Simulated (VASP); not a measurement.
The input files of a VASP run:

**POSCAR**
```
Ga4P3Sb
5.6114550
 -0.0012573133   0.9983959563   1.0000000580
  0.9983959563  -0.0012573133   1.0000000580
  0.4985693215   0.4985693215   0.0000000000
Ga Sb P
4 1 3
Cartesian
  0.9971386430   0.9971386430   1.9702020474
  1.0108626951   1.4819839125   1.5128266430
  1.4819839125   1.0108626951   1.5128266430
  0.9971386429   0.9971386429   1.0023714918
  0.2492846608   0.2492846608   0.2516998838
  0.7485090599   0.2486295830   0.7494907523
  0.2486295830   0.7485090599   0.7494907523
  0.7478539822   0.7478539822   1.2510923086
```

### KPOINTS
```
Automatic mesh
0
G
6 6 11
0 0 0
```

INCAR:
```
ALGO = Normal
EDIFF = 1E-7
ENCUT = 400
GGA = PS
ISIF = 2
ISMEAR = -5
LASPH = T
LCHARG = T
LEFG = T
LMAXMIX = 4
LORBIT = 11
LREAL = F
LWAVE = F
NEDOS = 601
NELM = 100
PREC = Accurate
SYSTEM = Ga4P3Sb
```

POTCAR, in this order: Ga_d Sb P (PBE.64 set). Program: vasp_std.

### Question
Write an equivalent input for Ansatz.

### Answer
One equivalent input (not run):
Ansatz 0.2 input:
```yaml
crystal:
  lattice:
    - [-0.0070554, 5.6024540, 5.6114553]
    - [5.6024540, -0.0070554, 5.6114553]
    - [2.7976993, 2.7976993, 0.0000000]
  atoms:
    - { symbol: Ga, position: [0.9851010, 0.9851010, 0.0297981] }
    - { symbol: Ga, position: [0.9920556, 0.5207710, 0.9871734] }
    - { symbol: Ga, position: [0.5207710, 0.9920556, 0.9871734] }
    - { symbol: Ga, position: [0.5011857, 0.5011857, 0.9976286] }
    - { symbol: Sb, position: [0.1258499, 0.1258499, 0.2483001] }
    - { symbol: P, position: [0.1247189, 0.6247718, 0.2505093] }
    - { symbol: P, position: [0.6247718, 0.1247189, 0.2505093] }
    - { symbol: P, position: [0.6255461, 0.6255461, 0.2489078] }
kpoints:
  mp_grid: { grid: [6, 6, 11] }
hamiltonian:
  xc: pbesol
  pseudopotentials: { kind: paw }
scf:
  occupations: { method: tetrahedron }
  max_iter: 100
output: { forces: true, stress: true, eigenvalues: true }
```
Limits of the translation: each code has its own PAW files, so the cut-off isn't converted (ENCUT is set for VASP's; basis.ecutwfc is left out, and Ansatz then takes the one that its files recommend); Ansatz stops its SCF on the density residual and VASP on the energy change (EDIFF); the field gradients of LEFG aren't asked of the other code.

The structure was generated: Ga4P3Sb was put into an ordered model structure (Amm2), which need not be its known phase. It was relaxed first.
